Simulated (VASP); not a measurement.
Here is the system:

```
LaRh2Si2
1.0
   -2.04472     2.04472     5.10872
    2.04472    -2.04472     5.10872
    2.04472     2.04472    -5.10872
La Si Rh
1 2 2
Direct
  0.00000   0.00000   0.00000
  0.62730   0.62730   0.00000
  0.37270   0.37270   0.00000
  0.75000   0.25000   0.50000
  0.25000   0.75000   0.50000
```

Calculation: PBEsol GGA with spin-orbit coupling, VASP's PBE PAW potentials (set 64) (plane waves; VASP). Run with 400 eV cut-off, 10×10×10 Γ-centred mesh, Gaussian smearing of 0.050 eV, potentials La Si Rh_pv.

### Question
Give the energies of bands 41 to 54 at the high-symmetry points, in eV from the Fermi level.

### Answer

```
band      Γ      X      P      N      M      S      R
----  -----  -----  -----  -----  -----  -----  -----
41    -1.78  -2.38  -2.17  -2.78  -1.37  -2.72  -2.60
42    -1.78  -2.38  -2.17  -2.78  -1.37  -2.72  -2.60
43    -1.41  -1.90  -1.89  -2.71  -0.22  -2.57  -2.30
44    -1.41  -1.90  -1.89  -2.71  -0.22  -2.57  -2.30
45    -1.05  -1.87  -1.88  -2.23  -0.17  -2.48  -1.91
46    -1.05  -1.87  -1.88  -2.23  -0.17  -2.48  -1.91
47    -1.00  -1.59  -1.11  -1.50  -0.17   0.01  -1.00
48    -1.00  -1.59  -1.11  -1.50  -0.17   0.01  -1.00
49    -0.69  -0.59  -0.99  -0.11   0.03   0.08  -0.71
50    -0.69  -0.59  -0.99  -0.11   0.03   0.08  -0.71
51    -0.16   0.59   0.58   1.48   1.22   0.33   0.59
52    -0.16   0.59   0.58   1.48   1.22   0.33   0.59
53     1.53   0.61   0.63   1.78   2.26   2.25   0.72
54     1.53   0.61   0.63   1.78   2.26   2.25   0.72
```

It has no gap at this level: it comes out as a metal or semimetal.

The structure comes from a computed database's LaRh2Si2 entry (I4/mmm); how it stands against other phases isn't given here. It was relaxed first.
